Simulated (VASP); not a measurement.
A VASP calculation is set up with these files.

### INCAR
```
SYSTEM = HfB
PREC = Accurate
ENCUT = 520
EDIFF = 1E-6
NELM = 100
ALGO = Normal
LREAL = .FALSE.
LASPH = .TRUE.
ISMEAR = 1
SIGMA = 0.1
GGA = PE
LMAXMIX = 6
LWAVE = .FALSE.
LCHARG = .FALSE.
ISIF = 2
```

**POSCAR**
```
HfB
1
    5.9894438337     0.0000000000     0.0000000000
    0.0000000000     5.9894438337     0.0000000000
    0.0000000000     0.0000000000     5.9894438337
Hf B
1 1
Direct
  0.0000000000   0.0000000000   0.0000000000
  0.5000000000   0.5000000000   0.5000000000
```

**KPOINTS**
```
Automatic mesh
0
Gamma
3 3 3
0 0 0
```

POTCAR, in this order: Hf_pv B (PBE.64 set). Program: vasp_std.

What VASP printed:

**standard output**
```
...
DAV:  12    -0.378135689379E+01    0.10074E-01   -0.13224E-01   146   0.882E-01    0.387E-01
DAV:  13    -0.383944583455E+01   -0.58089E-01   -0.30710E-01   138   0.105E+00    0.211E+00
DAV:  14    -0.377767369890E+01    0.61772E-01   -0.25921E-01   146   0.976E-01    0.281E-01
DAV:  15    -0.378439953063E+01   -0.67258E-02   -0.71521E-02   142   0.760E-01    0.387E-01
DAV:  16    -0.378518012530E+01   -0.78059E-03   -0.18445E-02   128   0.337E-01    0.372E-01
DAV:  17    -0.378534221846E+01   -0.16209E-03   -0.41243E-03   144   0.164E-01    0.405E-01
DAV:  18    -0.378549103122E+01   -0.14881E-03   -0.69008E-04   136   0.536E-02    0.422E-01
DAV:  19    -0.378431809192E+01    0.11729E-02   -0.54958E-04   152   0.536E-02    0.324E-01
DAV:  20    -0.378449369118E+01   -0.17560E-03   -0.19080E-04   118   0.828E-02    0.335E-01
DAV:  21    -0.378444930695E+01    0.44384E-04   -0.18468E-04   136   0.732E-02    0.346E-01
DAV:  22    -0.378413354120E+01    0.31577E-03   -0.15585E-03   144   0.953E-02    0.233E-01
DAV:  23    -0.378444315466E+01   -0.30961E-03   -0.33463E-04   160   0.653E-02    0.230E-01
DAV:  24    -0.378466552770E+01   -0.22237E-03   -0.29466E-04   112   0.779E-02    0.189E-01
DAV:  25    -0.378498318578E+01   -0.31766E-03   -0.10921E-04   136   0.860E-02    0.162E-01
DAV:  26    -0.378549690368E+01   -0.51372E-03   -0.11525E-03   112   0.200E-01    0.853E-02
DAV:  27    -0.378573181186E+01   -0.23491E-03   -0.29035E-04   136   0.119E-01    0.568E-02
DAV:  28    -0.378582839338E+01   -0.96582E-04   -0.54431E-04   142   0.107E-01    0.542E-02
DAV:  29    -0.378578130956E+01    0.47084E-04    0.46709E-04   128   0.462E-02    0.331E-02
DAV:  30    -0.378571955347E+01    0.61756E-04    0.69153E-04   160   0.149E-02    0.492E-02
DAV:  31    -0.378563389827E+01    0.85655E-04    0.82006E-04    96   0.316E-02    0.324E-02
DAV:  32    -0.378556637195E+01    0.67526E-04    0.53982E-04   144   0.297E-02    0.241E-02
DAV:  33    -0.378550076625E+01    0.65606E-04    0.56487E-04   124   0.131E-02    0.220E-02
DAV:  34    -0.378545349636E+01    0.47270E-04    0.40736E-04   152   0.737E-03    0.192E-02
DAV:  35    -0.378541546788E+01    0.38028E-04    0.37135E-04    94   0.692E-03    0.160E-02
DAV:  36    -0.378538506050E+01    0.30407E-04    0.28191E-04    82   0.297E-03    0.108E-02
DAV:  37    -0.378536221757E+01    0.22843E-04    0.21706E-04    82   0.140E-03    0.870E-03
DAV:  38    -0.378534485074E+01    0.17367E-04    0.16542E-04    82   0.171E-03    0.670E-03
DAV:  39    -0.378533158648E+01    0.13264E-04    0.12372E-04   106   0.250E-03    0.111E-03
DAV:  40    -0.378532142454E+01    0.10162E-04    0.99731E-05    66   0.214E-03    0.872E-04
DAV:  41    -0.378531354019E+01    0.78844E-05    0.77127E-05    58   0.463E-04    0.974E-04
DAV:  42    -0.378530746791E+01    0.60723E-05    0.59564E-05    58  -0.873E-05    0.933E-04
DAV:  43    -0.378530279201E+01    0.46759E-05    0.45871E-05    58   0.584E-04    0.814E-04
DAV:  44    -0.378529908149E+01    0.37105E-05    0.35703E-05    58   0.140E-03    0.506E-04
DAV:  45    -0.378529591559E+01    0.31659E-05    0.29545E-05    58   0.396E-04    0.198E-04
DAV:  46    -0.378529294925E+01    0.29663E-05    0.26453E-05    58  -0.533E-05    0.686E-05
DAV:  47    -0.378528999566E+01    0.29536E-05    0.25889E-05    58   0.157E-04    0.946E-05
DAV:  48    -0.378528709684E+01    0.28988E-05    0.25653E-05    58   0.250E-05    0.168E-04
DAV:  49    -0.378528443597E+01    0.26609E-05    0.24211E-05    58   0.117E-04    0.288E-04
DAV:  50    -0.378528217648E+01    0.22595E-05    0.21079E-05    58   0.560E-05    0.340E-04
DAV:  51    -0.378528040150E+01    0.17750E-05    0.16920E-05    58   0.173E-04    0.552E-04
DAV:  52    -0.378527903434E+01    0.13672E-05    0.13234E-05    52   0.660E-05    0.647E-04
DAV:  53    -0.378527803667E+01    0.99767E-06    0.97556E-06    52   0.126E-04

 -----------------------------------------------------------------------------
|                                                                             |
|               ----> ADVICE to this user running VASP <----                  |
|                                                                             |
|     Your highest band is occupied at some k-points! Unless you are          |
|     performing a calculation for an insulator or semiconductor, without     |
|     unoccupied bands, you have included TOO FEW BANDS!! Please increase     |
|     the parameter NBANDS in file INCAR to ensure that the highest band      |
|     is unoccupied at all k-points. It is always recommended to include      |
|     a few unoccupied bands to accelerate the convergence of                 |
|     molecular-dynamics runs (even for insulators or semiconductors),        |
|     since the presence of unoccupied bands improves wavefunction            |
|     prediction and helps to suppress 'band-crossings'.                      |
|                                                                             |
 -----------------------------------------------------------------------------

   1 F= -.37852780E+01 E0= -.37771813E+01  d E =-.242903E-01
```

### OUTCAR
```
------------------------ aborting loop because EDIFF is reached ----------------------------------------
  FORCE on cell =-STRESS in cart. coord.  units (eV):
  Direction    XX          YY          ZZ          XY          YZ          ZX
  --------------------------------------------------------------------------------------
  Total       -2.1549470     -2.1549470     -2.1549470      0.0000000      0.0000000     -0.0000000
  in kB      -16.0689566    -16.0689566    -16.0689566      0.0000000      0.0000000     -0.0000000
  external PRESSURE =     -16.0689566 kB  Pullay stress =       0.0000000 kB
  volume of cell :      214.86
      direct lattice vectors                 reciprocal lattice vectors
     5.989443834  0.000000000  0.000000000     0.166960410  0.000000000  0.000000000
     0.000000000  5.989443834  0.000000000     0.000000000  0.166960410  0.000000000
     0.000000000  0.000000000  5.989443834     0.000000000  0.000000000  0.166960410
 POSITION                                       TOTAL-FORCE (eV/Angst)
 -----------------------------------------------------------------------------------
      0.00000      0.00000      0.00000         0.000000      0.000000      0.000000
      2.99472      2.99472      2.99472         0.000000      0.000000      0.000000
 -----------------------------------------------------------------------------------
    total drift:                                0.000000     -0.000000      0.000000
  FREE ENERGIE OF THE ION-ELECTRON SYSTEM (eV)
  ---------------------------------------------------
  free  energy   TOTEN  =        -3.7852780367 eV

  energy  without entropy=       -3.7609877144  energy(sigma->0) =       -3.77718126
```
(Selected blocks of OUTCAR.)

Q: Read input and log: which fault does this run have?
A. the lattice was typed in bohr, and VASP reads ångström
B. simple mixing (IMIX = 1) with AMIX above 1 overshoots
C. LEPSILON was set with a meta-GGA
D. ICHARG = 11 asks for a fixed density, but there is no CHGCAR

A: A, the lattice was typed in bohr, and VASP reads ångström. The run ends without an error. Against the sound run, the energy per atom (σ→0) increases by 6.087 eV/atom; the pressure rises by 18.62 GPa; the volume rises by 570 %.

To mend it, correct POSCAR, correct KPOINTS.
File POSCAR:
```
HfB
1
    3.1695210000     0.0000000000     0.0000000000
    0.0000000000     3.1695210000     0.0000000000
    0.0000000000     0.0000000000     3.1695210000
Hf B
1 1
Direct
  0.0000000000   0.0000000000   0.0000000000
  0.5000000000   0.5000000000   0.5000000000
```
KPOINTS:
```
Automatic mesh
0
Gamma
9 9 9
0 0 0
```
The mended run (PBE GGA, plane waves, VASP's PBE PAW potentials (set 64)) converges, and its OSZICAR ends with
```
   1 F= -.15950162E+02 E0= -.15950670E+02  d E =0.152239E-02
```

The structure was generated: HfB was put into the CsCl type (Pm-3m), which need not be its known phase. The cell was not relaxed at this level. The electron count is odd and the run is not spin-polarised, which forces a metal. VASP warned that the highest band is occupied, so more bands are needed.
